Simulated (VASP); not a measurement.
# Al4B3P: relaxation of cell and atoms with PBE

Crystal: Al4B3P.

```xyz
8
Lattice="4.6500 0.0000 0.0000 0.0000 4.6500 0.0000 0.0000 0.0000 4.6500" Properties=species:S:1:pos:R:3 pbc="T T T"
Al    0.0000    0.0000    0.0000
Al    2.3250    0.0000    2.3250
Al    2.3250    2.3250    0.0000
Al    0.0000    2.3250    2.3250
B     2.3250    0.0000    0.0000
B     0.0000    2.3250    0.0000
B     0.0000    0.0000    2.3250
P     2.3250    2.3250    2.3250
```

The cell was built by a generator and needn't be a form met in nature.

```yaml
Program: VASP 6.6.1
Task: relaxation of cell and atoms
Functional: PBE
Potentials_or_basis: VASP PAW PBE potentials, release 64 (Al, B, P)
Cutoff: 520 eV
k_mesh: 3 × 3 × 3
Occupations: gaussian, width 0.15 eV
Spin: no spin polarisation
Further_INCAR_settings: PREC = Normal; ALGO = Fast; EDIFF = 0.0001; IBRION = 2; EDIFFG = -0.08; NSW = 24; ISIF = 3
```

- Relaxed volume: 12.94 Å³/atom
- Relaxed cell: a = 4.696 Å, b = 4.696 Å, c = 4.696 Å, α = 90.00°, β = 90.00°, γ = 90.00°
- Space group after relaxing (to 0.05 Å): Pm-3m (No. 221)
- Energy gained by relaxing: 4.3 meV/atom
- Ionic steps: 3
- Pressure after relaxing: 0.0 GPa
- Band gap on the k mesh: none (metal or under the smearing width)

Step by step:
```csv
step,energy change (eV),largest force (eV/Å),pressure (GPa),volume (Å³)
1,0.0000,0.0000,3.78,100.54
2,-0.0279,0.0000,-1.52,104.92
3,-0.0345,0.0000,0.01,103.55
```

Final structure:
```
Al B P
1.0
     4.69589    0.00000    0.00000
     0.00000    4.69589    0.00000
     0.00000    0.00000    4.69589
Al B P
4 3 1
Direct
  0.00000 0.00000 0.00000
  0.50000 0.00000 0.50000
  0.50000 0.50000 0.00000
  0.00000 0.50000 0.50000
  0.50000 0.00000 0.00000
  0.00000 0.50000 0.00000
  0.00000 0.00000 0.50000
  0.50000 0.50000 0.50000
```

Levels at points of the mesh, in eV from the Fermi level:
```tsv
k point	band 9	band 10	band 11	band 12	band 13	band 14	band 15	band 16	band 17	band 18
(0.00, 0.00, 0.00)	-1.59	-1.59	-0.61	-0.61	-0.61	1.32	1.32	1.43	2.43	2.43
```

Run time: 2.5 s on 4 MPI ranks on Intel(R) Xeon(R) 6975P-C (Granite Rapids), on a shared host, peak memory 0.11 GiB a rank.

Caveat: the k mesh is coarse (spacing up to 0.45 Å⁻¹), so the values aren't converged; the relaxation stopped at a loose force limit of 0.08 eV/Å, so its end isn't a converged minimum.
